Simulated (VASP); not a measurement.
The system is K4As.

```
K As
1.0
     5.72155    0.00000    0.00000
     0.00000    5.72155    0.00000
     0.00000    0.00000    8.37962
K As
4 1
Direct
  0.50000 0.00000 0.21801
  0.00000 0.50000 0.78199
  0.50000 0.00000 0.78199
  0.00000 0.50000 0.21801
  0.00000 0.00000 0.00000
```

The cell was built by a generator and needn't be a form met in nature.

```yaml
Program: VASP 6.6.1
Task: single point
Functional: PBE
Potentials_or_basis: VASP PAW PBE potentials, release 64 (K_sv, As)
Cutoff: 520 eV
k_mesh: 5 × 5 × 3
Occupations: fermi-dirac, width 0.05 eV
Spin: no spin polarisation
```

On this cell: pressure 0.0 GPa; largest force 0.009 eV/Å; band gap on the k mesh none (metal or under the smearing width).

The same run follows on a disturbed copy (atoms moved at random, drawn with an rms of 0.05 Å):

```
CELL_PARAMETERS angstrom
5.72155 0.00000 0.00000
0.00000 5.72155 0.00000
0.00000 0.00000 8.37962
ATOMIC_POSITIONS crystal
K 0.50503 0.00567 0.21504
K 0.99138 0.49967 0.78247
K 0.49777 0.00073 0.77760
K 0.99748 0.50798 0.21408
As 0.00387 0.99553 0.99587
```

What changes?

The energy (extrapolated to zero smearing) moves by +1.1 meV/atom; pressure 0.0 GPa; largest force 0.108 eV/Å; band gap on the k mesh none (metal or under the smearing width).

Forces in eV/Å, atoms in the order of the input:
```
K   -0.028  0.001 -0.002
K    0.028 -0.022 -0.050
K    0.006 -0.010 -0.009
K    0.034 -0.066  0.038
As  -0.040  0.098  0.022
```
